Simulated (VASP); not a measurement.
Level of theory: LDA (Ceperley-Alder, Perdew-Zunger), VASP's LDA PAW potentials (set 64) (plane waves; VASP).

The input files of a VASP run:

**POSCAR**
```
Co
1.0
  1.2121468319  -2.0995001113   0.0000000000
  1.2121468319   2.0995001113   0.0000000000
  0.0000000000   0.0000000000   3.9089091991
Co
2
Direct
  0.3333330000   0.6666670000   0.2500000000
  0.6666670000   0.3333330000   0.7500000000
```

### INCAR
```
SYSTEM = Co
PREC = Accurate
ENCUT = 500
EDIFF = 1E-6
NELM = 100
ALGO = Normal
LREAL = .FALSE.
LASPH = .TRUE.
ISMEAR = 1
SIGMA = 0.1
LMAXMIX = 4
ISPIN = 2
MAGMOM = 1.5 1.5
LORBIT = 10
LWAVE = .FALSE.
LCHARG = .FALSE.
IBRION = 2
ISIF = 3
NSW = 40
EDIFFG = -0.02
```

KPOINTS:
```
Automatic mesh
0
Gamma
17 17 9
0 0 0
```

POTCAR, in this order: Co (LDA.64 set). Program: vasp_std.

Output

File OSZICAR:
```
       N       E                     dE             d eps       ncg     rms          rms(c)
DAV:   1     0.771564740518E+02    0.77156E+02   -0.81006E+03 10100   0.159E+03
DAV:   2    -0.164072102326E+02   -0.93564E+02   -0.86541E+02  9921   0.257E+02
DAV:   3    -0.186266936046E+02   -0.22195E+01   -0.21518E+01 11958   0.559E+01
DAV:   4    -0.186618780003E+02   -0.35184E-01   -0.35176E-01 14155   0.541E+00
DAV:   5    -0.186622520759E+02   -0.37408E-03   -0.37407E-03 12381   0.525E-01    0.165E+01
DAV:   6    -0.166352004304E+02    0.20271E+01   -0.12999E+01 10810   0.770E+01    0.736E+00
DAV:   7    -0.162846846119E+02    0.35052E+00   -0.17367E+00 11335   0.268E+01    0.393E+00
DAV:   8    -0.162665304703E+02    0.18154E-01   -0.15637E-02 14586   0.144E+00    0.209E+00
DAV:   9    -0.162501830761E+02    0.16347E-01   -0.26746E-03 15655   0.804E-01    0.715E-01
DAV:  10    -0.162508165691E+02   -0.63349E-03   -0.29784E-04 13475   0.262E-01    0.473E-01
DAV:  11    -0.162511421236E+02   -0.32555E-03   -0.39155E-04 12126   0.335E-01    0.493E-02
DAV:  12    -0.162511306974E+02    0.11426E-04   -0.21009E-05 11719   0.510E-02    0.208E-02
DAV:  13    -0.162511305867E+02    0.11069E-06   -0.22879E-06  8235   0.220E-02
   1 F= -.16251131E+02 E0= -.16251104E+02  d E =-.162511E+02  mag=     2.9415
```

**OUTCAR**
```
------------------------ aborting loop because EDIFF is reached ----------------------------------------
  FORCE on cell =-STRESS in cart. coord.  units (eV):
  Direction    XX          YY          ZZ          XY          YZ          ZX
  --------------------------------------------------------------------------------------
  Total        0.0389887      0.0389887      0.0304600      0.0000000      0.0000000      0.0000000
  in kB        3.1397347      3.1397354      2.4529232      0.0000000      0.0000000      0.0000000
  external PRESSURE =       2.9107978 kB  Pullay stress =       0.0000000 kB
  volume of cell :       19.90
      direct lattice vectors                 reciprocal lattice vectors
     1.212146832 -2.099500111  0.000000000     0.412491281 -0.238151928  0.000000000
     1.212146832  2.099500111  0.000000000     0.412491281  0.238151928  0.000000000
     0.000000000  0.000000000  3.908909199     0.000000000  0.000000000  0.255825845
 POSITION                                       TOTAL-FORCE (eV/Angst)
 -----------------------------------------------------------------------------------
      1.21215      0.69983      0.97723        -0.000000     -0.000000      0.000000
      1.21215     -0.69983      2.93168         0.000000      0.000000      0.000000
 -----------------------------------------------------------------------------------
    total drift:                               -0.000000     -0.000006     -0.000031
  FREE ENERGIE OF THE ION-ELECTRON SYSTEM (eV)
  ---------------------------------------------------
  free  energy   TOTEN  =       -16.2511305867 eV

  energy  without entropy=      -16.2510517167  energy(sigma->0) =      -16.25110430

 total charge

# of ion       s       p       d       tot
------------------------------------------
    1        0.525   0.595   7.345   8.465
    2        0.525   0.595   7.345   8.465
--------------------------------------------------
tot          1.051   1.189  14.690  16.930

 magnetization (x)

# of ion       s       p       d       tot
------------------------------------------
    1       -0.014  -0.039   1.516   1.463
    2       -0.014  -0.039   1.516   1.463
--------------------------------------------------
tot         -0.028  -0.078   3.033   2.927

 reached required accuracy - stopping structural energy minimisation
```
(Selected blocks of OUTCAR.)

The compound is Co in the hcp structure. It was relaxed first, which changed the volume by -10 %.
